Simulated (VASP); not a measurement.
A run of VASP 6.6.1 is set up as follows.

The input INCAR:

```
SYSTEM = CuRu4
ALGO     = Normal         ! electronic algorithm
EDIFF    = 1E-7           ! SCF threshold, eV
ENCUT    = 520            ! plane-wave cutoff, eV
GGA      = PE             ! functional
ISIF     = 2              ! what is computed and relaxed
ISMEAR   = -1             ! smearing method
LASPH    = .TRUE.         ! aspherical terms in the spheres
LCHARG   = .TRUE.         ! write CHGCAR
LELF     = .TRUE.         ! ELF
LREAL    = .FALSE.        ! projectors in reciprocal space
LVHAR    = .TRUE.       
LWAVE    = .FALSE.        ! write WAVECAR
NBANDS   = 42             ! bands
NELM     = 60             ! most SCF steps
PREC     = Accurate       ! precision mode
SIGMA    = 0.05           ! smearing width, eV
```

KPOINTS

```
k-points
0
G
  7 7 7
  0 0 0
```

POSCAR

```
CuRu4
1.0
   -2.5560481600      2.5560481600      2.5560481600
    2.5560481600     -2.5560481600      2.5560481600
    2.5560481600      2.5560481600     -2.5560481600
Cu Ru
1 4
Direct
    0.0000000000      0.0000000000      0.0000000000
    0.0000000000      0.0000000000      0.5000000000
    0.5000000000      0.0000000000      0.0000000000
    0.0000000000      0.5000000000      0.0000000000
    0.5000000000      0.5000000000      0.5000000000
```

Potentials or basis: VASP PAW PBE potentials, release 64 (Cu, Ru_pv).

Launch:

```console
$ cat potpaw_PBE.64/Cu/POTCAR potpaw_PBE.64/Ru_pv/POTCAR > POTCAR
$ mpirun -np 1 vasp_std > vasp.out
```

Question: What does it give for the pressure?

Answer: 55.9 GPa.

Question: Estimate the band gap on the k mesh.

Answer: None (metal or under the smearing width).

Caveat: a pressure of tens of GPa on the cell as given is suspect, and the run, the potentials or the cell itself is likely at fault.
